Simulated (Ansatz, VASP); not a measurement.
# Cross-check of CaAl2SiO6 between VASP and Ansatz

Wanted: the spread between two codes on one cell, functional and k mesh. The structure shown is frame 82 of Ansatz's trajectory.

Program: Ansatz 0.2.0. Level of theory: plane waves, with VASP 6.6.1 beside it; single point at PBEsol. Results are calculated unless marked as measured.

### Step 1. Set-up

The cell holds 110 atoms: 22 Al, 11 Ca, 66 O and 11 Si. Cell: a = 10.972 Å, b = 10.972 Å, c = 10.972 Å, α = 90.0°, β = 90.0°, γ = 90.0°. As first built, before any earlier steps moved the atoms (in the runner's words): 110 atoms (22 Al, 11 Ca, 66 O, 11 Si) placed at random at 2.9 g/cm^3, melted at 4500 K for 20 ps at fixed volume with the Morse and Coulomb pair potential with partial charges (Pedone, Malavasi, Menziani, Cormack and Segre, J. Phys. Chem. B 110, 11780 (2006)). Quenched from 4500 K to 300 K at 10 K/ps and fixed volume, held 20 ps at zero pressure.

### Step 2. Ansatz: dynamics, PBEsol

Ansatz runs on its default PAW (the set named soft_2) files.

One frame of this run of dynamics is then solved in both programs, so the motion causes no difference.

input.yaml

```yaml
crystal:
  lattice:
    - [10.97159, 0.0, 0.0]
    - [0.0, 10.97159, 0.0]
    - [0.0, 0.0, 10.97159]
  atoms:
    - { symbol: Al, position: [0.87022, 0.34175, 0.71248] }
    - { symbol: Al, position: [0.24888, 0.97124, 0.15342] }
    - { symbol: Al, position: [0.1103, 0.64385, 0.45646] }
    - { symbol: Al, position: [0.26766, 0.01355, 0.44217] }
    - { symbol: Al, position: [0.85164, 0.60948, 0.10061] }
    - { symbol: Al, position: [0.52539, 0.14642, 0.35134] }
    - { symbol: Al, position: [0.88079, 0.78011, 0.59094] }
    - { symbol: Al, position: [0.66065, 0.37036, 0.51655] }
    - { symbol: Al, position: [0.67565, 0.89049, 0.44902] }
    - { symbol: Al, position: [0.60183, 0.06319, 0.06916] }
    - { symbol: Al, position: [0.36878, 0.68083, 0.31381] }
    - { symbol: Al, position: [0.38414, 0.22744, 0.1524] }
    - { symbol: Al, position: [0.62136, 0.78276, 0.19099] }
    - { symbol: Al, position: [0.29466, 0.89128, 0.88] }
    - { symbol: Al, position: [0.17538, 0.14736, 0.96952] }
    - { symbol: Al, position: [0.79512, 0.10821, 0.30774] }
    - { symbol: Al, position: [0.9871, 0.31633, 0.09346] }
    - { symbol: Al, position: [0.96007, 0.01862, 0.07038] }
    - { symbol: Al, position: [0.40984, 0.1753, 0.58086] }
    - { symbol: Al, position: [0.98516, 0.47772, 0.8945] }
    - { symbol: Al, position: [0.4724, 0.66572, 0.79374] }
    - { symbol: Al, position: [0.44601, 0.48801, 0.62326] }
    - { symbol: Ca, position: [0.83385, 0.62262, 0.37029] }
    - { symbol: Ca, position: [0.70963, 0.10553, 0.59073] }
    - { symbol: Ca, position: [0.71825, 0.80374, 0.92634] }
    - { symbol: Ca, position: [0.85966, 0.0161, 0.79273] }
    - { symbol: Ca, position: [0.06934, 0.77081, 0.00297] }
    - { symbol: Ca, position: [0.02266, 0.88292, 0.31329] }
    - { symbol: Ca, position: [0.12353, 0.55855, 0.19545] }
    - { symbol: Ca, position: [0.17428, 0.30018, 0.68951] }
[... 74 atom lines left out ...]
    - { symbol: Si, position: [0.42993, 0.81599, 0.54571] }
    - { symbol: Si, position: [0.74596, 0.27566, 0.93848] }
    - { symbol: Si, position: [0.53609, 0.4349, 0.04354] }
    - { symbol: Si, position: [0.71275, 0.56632, 0.70069] }
    - { symbol: Si, position: [0.72792, 0.40527, 0.25239] }
    - { symbol: Si, position: [0.11614, 0.68414, 0.72842] }
kpoints:
  mp_grid: { grid: [1, 1, 1] }
hamiltonian:
  xc: pbesol
scf:
  occupations: { method: gaussian, width: 0.025 }
output:
  forces: true
md:
  timestep: 1.0
  n_steps: 246
  ensemble: nvt_nose_hoover
  temperature: 300
  initial_velocities: maxwell_boltzmann
  seed: 1059
```

Run with:

```bash
ansatz run input.yaml --threads 4 --pin off --max-ram 8192MiB --backend cpu --events-out ev --progress --plain --runs-dir out
```

Numbers of over 12 decimals in the logs are rounded to 6 here.

The program printed:

```text
Warning: md: disabling space-group detection — thermal motion breaks the input geometry's symmetry, so no spatial operation reduces the k-mesh or symmetrises the density; time reversal is kept, so that k and −k are solved as one point where they differ and the mesh holds both, and exact exchange and, on two spinor components, a DFT+U term hold to it where the run has them: on two components no moment then forms, and  [...]
Engine: ansatz 0.2.0, aarch64-unknown-linux-gnu
Pseudopotentials: kind: paw
Pseudopotential: Al, paw, valence charge 3, recommended cutoff 420 eV (normal), Al.paw.azcp
Pseudopotential: Ca, paw, valence charge 10, recommended cutoff 420 eV (normal), Ca.paw.azcp
Pseudopotential: O, paw, valence charge 6, recommended cutoff 420 eV (normal), O.paw.azcp
Pseudopotential: Si, paw, valence charge 4, recommended cutoff 420 eV (normal), Si.paw.azcp
Functional definition: PBEsol
  exchange = pbesol_x
  correlation = pbesol_c
Crystal: 110 atoms, lattice volume = 1320.714 Å³
Basis set: ecut = 420 eV, 25725 PW (Γ), exchange–correlation on 150×150×150 points (8 copies of the dense FFT grid, shifted against one another)
Bands: 418, of which v1, the nominal top of the filled ones, is band 308 counted from 1 (307 counted from 0)
Symmetry: 1 space group operations
k-points: 1
Non-local potential: Al, projectors of the file, l = 0: 2, l = 1: 2, l = 2: 1
Non-local potential: Ca, projectors of the file, l = 0: 3, l = 1: 2, l = 2: 2
Non-local potential: O, projectors of the file, l = 0: 2, l = 1: 2, l = 2: 1
Non-local potential: Si, projectors of the file, l = 0: 2, l = 1: 2, l = 2: 2
PAW form: soft (Blöchl's): semilocal exchange-correlation on the pseudo side does not see the compensation charge
PAW frozen core: Al, regenerated for the run's functional, and the local potential with it (the file was generated under x = pbe(κ = 0.804, μ = 0.219515), c = pbe(β = 0.066725))
PAW frozen core: Ca, regenerated for the run's functional, and the local potential with it (the file was generated under x = pbe(κ = 0.804, μ = 0.219515), c = pbe(β = 0.066725))
PAW frozen core: O, regenerated for the run's functional, and the local potential with it (the file was generated under x = pbe(κ = 0.804, μ = 0.219515), c = pbe(β = 0.066725))
PAW frozen core: Si, regenerated for the run's functional, and the local potential with it (the file was generated under x = pbe(κ = 0.804, μ = 0.219515), c = pbe(β = 0.066725))
PAW one-centre angular grid: Al, 110 points (default); XC on 64 Gauss nodes
PAW one-centre angular grid: Ca, 110 points (default); XC on 64 Gauss nodes
PAW one-centre angular grid: O, 110 points (default); XC on 64 Gauss nodes
PAW one-centre angular grid: Si, 110 points (default); XC on 64 Gauss nodes
Initial density: superposition of atomic densities (neutral atoms: chi_scale 0, normalization atom), corrected by the library's trained network
Initial wavefunctions: pseudopotential atomic-orbital guess
Functional: x = pbesol(κ = 0.804, μ = 0.123457), c = pbesol(β = 0.046)
SCF iter   1: F=—  HF=-75270.369802 eV  |F-HF|=—  |Δ(HF+E_count)|=         —  Δρ=1.25e-2  dr2=1.69e0  ethr=1.77e-3  ⟨swp⟩=7.0  Hψ=2012  notcnv=0  defer=78
preconditioner: auto → Resta (q_TF=auto, 2.403 Å⁻¹)  ε∞=3.6  [insulator: Δε(μ)=3.762 eV  Ē_g=15.450 eV  σ=0.025 eV  W_gap=1.00  n_scr=304 (ndim 8)  ℏωp=24.9 eV  f_vac=0.046  D(μ)=0.00/eV (n_scr^D=0)  ε∞_Penn≈3.6]
SCF iter   2: F=—  HF=-75269.883414 eV  |F-HF|=—  |Δ(HF+E_count)|=   4.86e-1  Δρ=2.24e-3  dr2=3.88e-2  ethr=2.74e-4  ⟨swp⟩=2.0  Hψ=689  notcnv=0  defer=104
SCF iter   3: F=—  HF=-75269.882368 eV  |F-HF|=—  |Δ(HF+E_count)|=   1.05e-3  Δρ=1.02e-3  dr2=1.21e-2  ethr=6.30e-6  ⟨swp⟩=2.0  Hψ=522  notcnv=0  defer=104
SCF iter   4: F=—  HF=-75269.884321 eV  |F-HF|=—  |Δ(HF+E_count)|=   1.95e-3  Δρ=7.16e-4  dr2=5.88e-3  ethr=1.96e-6  ⟨swp⟩=2.0  Hψ=516  notcnv=0  defer=104
SCF iter   5: F=—  HF=-75269.883602 eV  |F-HF|=—  |Δ(HF+E_count)|=   7.19e-4  Δρ=1.28e-4  dr2=2.69e-4  ethr=9.54e-7  ⟨swp⟩=2.0  Hψ=516  notcnv=0  defer=104
SCF iter   6: F=—  HF=-75269.883722 eV  |F-HF|=—  |Δ(HF+E_count)|=   1.21e-4  Δρ=6.56e-5  dr2=5.29e-5  ethr=4.36e-8  ⟨swp⟩=2.0  Hψ=600  notcnv=0  defer=104
SCF iter   7: F=—  HF=-75269.880941 eV  |F-HF|=—  |Δ(HF+E_count)|=   2.78e-3  Δρ=1.85e-5  dr2=4.64e-6  ethr=8.59e-9  ⟨swp⟩=2.0  Hψ=630  notcnv=0  defer=104
SCF iter   8: F=—  HF=-75269.880945 eV  |F-HF|=—  |Δ(HF+E_count)|=   4.01e-6  Δρ=7.91e-6  dr2=8.14e-7  ethr=7.54e-10  ⟨swp⟩=2.0  Hψ=520  notcnv=0  defer=104
[...]
automatic band count: iteration 1 solves 357 bands in place of 418: the levels show a gap, and the empty bands left out lie too high to hold charge; the band table lists the bands solved (type scf.n_extra_bands for more)
md step   245: t =   245.00 fs  T =   321.7 K  F+E_penalty+E_count = -75273.78431954 eV  E_kin = 4.532618 eV  conserved = -75265.67109053 eV  (4 SCF iters)
iter 1 solved again at ethr=3.35e-6 eV; its pass at ethr=3.10e-3 eV (dr2=2.06e-2 eV) is discarded
SCF iter   1: F=—  HF=-75273.702902 eV  |F-HF|=—  |Δ(HF+E_count)|=         —  Δρ=1.35e-3  dr2=2.21e-2  ethr=3.35e-6  ⟨swp⟩=10.0  Hψ=2217  notcnv=0  defer=1
preconditioner: auto → Resta (q_TF=auto, 2.403 Å⁻¹)  ε∞=3.5  [insulator: Δε(μ)=3.730 eV  Ē_g=15.619 eV  σ=0.025 eV  W_gap=1.00  n_scr=304 (ndim 8)  ℏωp=24.9 eV  f_vac=0.047  D(μ)=0.00/eV (n_scr^D=0)  ε∞_Penn≈3.5]
SCF iter   2: F=—  HF=-75273.696646 eV  |F-HF|=—  |Δ(HF+E_count)|=   6.26e-3  Δρ=6.10e-4  dr2=5.03e-3  ethr=3.35e-6  ⟨swp⟩=2.0  Hψ=665  notcnv=0  defer=2
SCF iter   3: F=—  HF=-75273.695209 eV  |F-HF|=—  |Δ(HF+E_count)|=   1.44e-3  Δρ=3.09e-4  dr2=9.92e-4  ethr=8.16e-7  ⟨swp⟩=2.0  Hψ=531  notcnv=0  defer=2
SCF iter   4: F=—  HF=-75273.694962 eV  |F-HF|=—  |Δ(HF+E_count)|=   2.47e-4  Δρ=6.41e-5  dr2=6.45e-5  ethr=1.61e-7  ⟨swp⟩=2.0  Hψ=537  notcnv=0  defer=2
SCF iter   5: F=—  HF=-75273.692948 eV  |F-HF|=—  |Δ(HF+E_count)|=   2.01e-3  Δρ=3.46e-5  dr2=1.42e-5  ethr=1.05e-8  ⟨swp⟩=2.0  Hψ=562  notcnv=0  defer=2
SCF iter   6: F=—  HF=-75273.692946 eV  |F-HF|=—  |Δ(HF+E_count)|=   1.46e-6  Δρ=1.11e-5  dr2=1.53e-6  ethr=2.30e-9  ⟨swp⟩=2.0  Hψ=562  notcnv=0  defer=2
SCF iter   7: F=—  HF=-75273.692947 eV  |F-HF|=—  |Δ(HF+E_count)|=   3.67e-7  Δρ=3.49e-6  dr2=1.67e-7  ethr=2.49e-10  ⟨swp⟩=2.0  Hψ=531  notcnv=0  defer=2
SCF iter   8: F=-75273.692947 eV  HF=-75273.692947 eV  |F-HF|=9.63e-9  |Δ(HF+E_count)|=   1.06e-7  Δρ=1.92e-6  dr2=4.14e-8  ethr=1.62e-11  ⟨swp⟩=4.0  Hψ=1228  notcnv=0
SCF 247 converged in 8 iterations: F = -75273.692947 eV  dr2 = 4.14e-8
md step   246: t =   246.00 fs  T =   314.4 K  F+E_penalty+E_count = -75273.69294673 eV  E_kin = 4.429715 eV  conserved = -75265.67069750 eV  (8 SCF iters)
SCF converged after 8 iterations
Free energy (F): -75273.692947 eV
Harris-Foulkes:  -75273.692947 eV  (|F-HF|=9.63e-9)
Internal energy: -75273.692947 eV  (E = F + TS)
E sigma→0 (E₀):  -75273.692947 eV
Fermi energy:    7.100868 eV
--- Per-component energies (eV) ---
  E_band       = -2367.527990
  E_kinetic    = 15834.826423
  E_local      = -36339.683501  (includes V_loc(G=0)·N_el)
  E_nonlocal   = 4382.807055
  E_hartree    = 13137.001044
  E_xc         = -7840.823127
  E_vxc        = -9292.688774  (∫ρ·V_xc dr)
  E_paw        = -34797.051022  (= ΣΔE_a)
  E_vpaw       = -3226.963437  (= ΣTr[D̂ρ^β])
  E_aug_tail   = 0.165674  (compensation charges beyond the density's cutoff)
  E_ewald      = -29655.339458
  E_core_change = 4.403965  (= ΣΔE_core)
  E_smearing   = -0.000000  (= −TS)
  E_closure    = -0.000000  (closes the sum)
  Σ components = -75273.692947   (vs F -75273.692947, Δ=0.00e0)
--- Forces (eV/Å), atoms counted from 1 ---
  atom   1  Al    -2.29040859    -0.54565998    -1.27156360
  atom   2  Al    -0.42311046     0.44748150     0.26237131
  atom   3  Al    -0.32425231     0.76939197     0.13163982
  atom   4  Al    -0.67929136    -1.15194106    -0.34163986
  atom   5  Al    -0.46260540    -0.01795577    -0.58603031
  atom   6  Al    -0.09426272     0.46417934    -0.32861398
  atom   7  Al     0.89366639     0.53553024     0.44734763
  atom   8  Al    -0.35977240    -0.44218893     1.79549788
  atom   9  Al    -0.63507012    -1.38491995    -0.23828209
  atom  10  Al     0.39880830     1.06314042    -0.17817015
  atom  11  Al    -2.65485613    -1.20893019    -0.31012315
  atom  12  Al    -1.13687944    -1.75201099    -1.00976980
  atom  13  Al    -0.45803739     0.26614438    -0.45464522
  atom  14  Al    -0.69938334     0.87960448    -0.60481862
  atom  15  Al     0.27298322     0.36208622     0.25643681
  atom  16  Al     0.67335420    -0.49076378     0.78417504
  atom  17  Al     1.57335667    -0.06838254    -0.58015364
  atom  18  Al     1.61135737    -0.35071780    -0.39211253
  atom  19  Al    -0.34563271    -0.11640642    -0.28977321
  atom  20  Al     0.19518083     1.20525168     1.12999756
  atom  21  Al     1.90678546    -0.15969288    -0.75147129
  atom  22  Al     0.72042194    -0.29192655     0.92893572
  atom  23  Ca    -0.18674762     0.37120999    -0.56479836
  atom  24  Ca    -0.00071624     0.55603175     0.46399687
[...]
atom 103  Si    -0.29770084    -1.22223671     0.50161378
  atom 104  Si    -0.49775740     1.73850910    -0.47358902
  atom 105  Si    -0.21428366     0.39562765    -0.98815184
  atom 106  Si     0.29950208    -0.50759784    -1.39785006
  atom 107  Si    -1.55611362     0.89843252     1.02326248
  atom 108  Si    -1.54488459     0.37074627     1.46151755
  atom 109  Si    -0.01790285    -1.41545753     1.18959800
  atom 110  Si    -0.85398279     0.41369897     1.23927801
  max |Σ_I F_I| component: 4.42e-5 eV/Å
--- MD trajectory: 246 steps, t = 0.0 → 246.0 fs ---
  final state: T = 314.4 K   F+E_penalty+E_count = -75273.69294673 eV   E_kin = 4.429715 eV
  conserved energy: peak-to-peak 1.896e-2 eV (1.724e-4 eV/atom) over 246.0 fs
```

Reading the cycles: dr2 is the Hartree energy of the density residual (eV), the measure of convergence; HF is the Harris–Foulkes estimate of the energy, which meets the free energy F at convergence.

### Step 3. VASP: single point, PBEsol

The same cell, functional, mesh and smearing now go to VASP, with its own data sets.

Lines of VASP's logs that name or quote its potential files are left out, and so is its time.

INCAR

```
SYSTEM = CaAl2SiO6
PREC = Accurate
ENCUT = 520
EDIFF = 1E-06
NELM = 120
ISMEAR = 0
SIGMA = 0.025
LREAL = Auto
ALGO = Normal
GGA = PS
NBANDS = 392
LORBIT = 11
LWAVE = .FALSE.
LCHARG = .FALSE.
ISIF = 2
LASPH = .TRUE.
GGA_COMPAT = .FALSE.
EFERMI = MIDGAP
NCORE = 2
```

POSCAR

```
CaAl2SiO6
1.0
   10.9715900000      0.0000000000      0.0000000000
    0.0000000000     10.9715900000      0.0000000000
    0.0000000000      0.0000000000     10.9715900000
Al Ca O Si
22 11 66 11
Direct
    0.8457206294      0.3417007015      0.7340048252
    0.2508752150      0.9676719600      0.1424132692
    0.1092002162      0.6425595561      0.4672157819
    0.2739438860      0.0118214406      0.4510102911
    0.8505695164      0.6115521998      0.1142405066
    0.5406508993      0.1662931262      0.3440522294
    0.8884127096      0.7679470341      0.5975706347
    0.6640058551      0.3789423411      0.5181928964
    0.6771033187      0.8867629942      0.4576182668
    0.5959391483      0.0581501861      0.0615589901
    0.3579426501      0.6812959653      0.3030554368
    0.3998782310      0.2163314524      0.1462869101
    0.6207031068      0.7853100599      0.1956598816
    0.3249210005      0.8820325951      0.8861340972
    0.1923604509      0.1448923994      0.9587033420
    0.7940599311      0.1131194294      0.3113860434
    0.0005204351      0.3171828331      0.0865416954
    0.9703151503      0.0222301417      0.0795144551
    0.4147985843      0.1898722063      0.5641935216
    0.9785181546      0.4883886474      0.8936352890
    0.4802129864      0.6483928036      0.7834780556
    0.4231018476      0.4911138677      0.6083256848
    0.8317664076      0.6302094774      0.3731546658
    0.6994519482      0.1152613249      0.5794966819
    0.7255921886      0.7976965964      0.9325995594
    0.8608323862      0.0316089099      0.8022993933
    0.0509497712      0.7694418038      0.9805041931
    0.0426191646      0.8739116208      0.3081230706
    0.1270280789      0.5548967834      0.1939007929
    0.1548180346      0.2804424883      0.6742504961
[... 74 atom lines left out ...]
    0.4276681867      0.7948528882      0.5352186875
    0.7439031171      0.2719751649      0.9655665223
    0.5284831096      0.4438007618      0.0552791346
    0.7037357393      0.5619240238      0.6897450597
    0.7151014575      0.4038430164      0.2598802908
    0.1259525739      0.6827360483      0.7382703874
```

KPOINTS

```
Automatic mesh
0
Gamma
1 1 1
0 0 0
```

The projector-augmented-wave data sets are Al, Ca_sv, O and Si (PBE family, release 64).

Run with:

```bash
mpirun -np 8 vasp_gam
```

The program printed:

```text
[banner, memory and clock lines left out]
running    8 mpi-ranks, on    1 nodes
[...]
|                                                                             |
|               ----> ADVICE to this user running VASP <----                  |
|                                                                             |
|     You enforced a specific xc type in the INCAR file but a different       |
|     [... a line on the potential file left out ...]
|     I HOPE YOU KNOW WHAT YOU ARE DOING!                                     |
|                                                                             |

 LDA part: xc-table for (Slater+PW92), standard interpolation
 POSCAR, INCAR and KPOINTS ok, starting setup
[...]
entering main loop
       N       E                     dE             d eps       ncg     rms          rms(c)
DAV:   1     0.682922803577E+04    0.68292E+04   -0.35934E+05   784   0.160E+03
DAV:   2    -0.217894547346E+03   -0.70471E+04   -0.67725E+04   960   0.431E+02
DAV:   3    -0.914753916307E+03   -0.69686E+03   -0.69141E+03   920   0.147E+02
DAV:   4    -0.943905040489E+03   -0.29151E+02   -0.29024E+02  1024   0.269E+01
[...]
DAV:  17    -0.838747207975E+03    0.43682E-05   -0.14645E-04   968   0.254E-02    0.132E-02
DAV:  18    -0.838747207589E+03    0.38603E-06   -0.17126E-05   928   0.761E-03    0.937E-03
DAV:  19    -0.838747206612E+03    0.97667E-06   -0.42400E-06   856   0.465E-03
   1 F= -.83874721E+03 E0= -.83874721E+03  d E =0.000000E+00
```

Parts of OUTCAR (step 3):

```text
  Total        7.2111535      2.8221147     33.3803363      5.8064876      0.2162547     -4.3438098
  in kB        8.7479565      3.4235489     40.4941773      7.0439356      0.2623418     -5.2695395
  external PRESSURE =      17.5552276 kB  Pullay stress =       0.0000000 kB

 POSITION                                       TOTAL-FORCE (eV/Angst)
 -----------------------------------------------------------------------------------
      9.27890      3.74900      8.05320        -0.843511      0.613395      0.039685
      2.75250     10.61690      1.56250        -0.556562      0.058850      1.158425
      1.19810      7.04990      5.12610        -0.969602     -0.652306      0.509516
      3.00560      0.12970      4.94830        -0.194552      0.326618     -0.403190
      9.33210      6.70970      1.25340         0.313561      0.015212      0.536790
      5.93180      1.82450      3.77480        -0.291513     -0.651240      0.233647
      9.74730      8.42560      6.55630         0.896137      0.190504      0.353489
      7.28520      4.15760      5.68540        -0.239050     -1.348113     -0.527563
      7.42890      9.72920      5.02080        -0.701330      1.434391      1.989284
      6.53840      0.63800      0.67540        -0.235118     -1.106849     -0.887700
[...]
4.41870      5.56520      8.49220        -0.194848     -0.304807     -0.175327
      9.57460      1.25790      5.01530        -0.168237      0.185164     -0.752970
      4.94070      7.95860      1.96060         2.870353      0.849656      1.199388
[...]
-----------------------------------------------------------------------------------
    total drift:                               -0.010673      0.024210     -0.038438

  FREE ENERGIE OF THE ION-ELECTRON SYSTEM (eV)
  ---------------------------------------------------
  free  energy   TOTEN  =      -838.7472066119 eV

  energy  without entropy=     -838.7472066119  energy(sigma->0) =     -838.74720661

[... 3 further parts left out ...]
[key lines of the parts left out:]
E-fermi :   4.9511
```

The run ends at a pressure of 1.76 GPa, with forces up to 4.7 eV/Å.

### Step 4. Comparison

Known differences besides the potentials themselves: the cutoff is 420 eV in Ansatz and 520 eV in VASP (PREC = Accurate, projectors in real space); Ansatz makes its cores anew for this functional, VASP keeps those of its PBE data sets. Total energies have different zeros and are not compared.

Forces on 9 of the 110 atoms, those with the largest forces and the largest differences (eV/Å; atoms numbered as in POSCAR):

```
 atom          Ansatz x, y, z            VASP x, y, z
 Al17   -0.742, -2.740, 0.863   -0.760, -2.805, 0.919
  O40     0.264, 1.914, 0.312     0.235, 2.037, 0.357
  O44   -0.727, 2.878, -0.042   -0.729, 2.859, -0.037
  O45    0.959, 2.699, -1.357    0.973, 2.764, -1.398
  O59     2.784, 0.828, 1.111     2.870, 0.850, 1.199
  O73    1.008, 0.656, -0.006    1.098, 0.714, -0.071
Si100  -0.846, -0.148, -3.963  -0.793, -0.149, -4.053
Si103   -0.833, -3.023, 1.945   -0.844, -3.113, 2.009
Si108     2.779, 1.747, 3.427     2.783, 1.769, 3.414
```

The forces differ by 35 meV/Å r.m.s., which is 3.9 % of the r.m.s. force of 0.905 eV/Å (both taken over all components).

### Step 5. What came out

| Item | Value |
| --- | --- |
| r.m.s. force difference (single point, PBEsol) | 3.9 % of the r.m.s. force |

The r.m.s. force difference is 3.9 % of the r.m.s. force (single point, PBEsol), beyond the 3 % picked in this series as the mark of a large difference. What causes the difference of the single point, PBEsol pair stays open here. 2 further runs of this series are not shown here. Such differences can come from data sets, numerical settings and the points named under the comparisons, not from the functional's error against experiment.

[Lines on the potential files, build, host, timing and source positions are cut from VASP's logs without a mark.]

[Logs are printed without paths, hosts, clocks, repeated set-up lines and the standing remarks that a program may print on its own settings, such as how far it seeks lower states.]

[Hosts, paths, dates, database ids (printed as entryN), source tags and the programs' standing remarks are cut or masked in the printed files.]
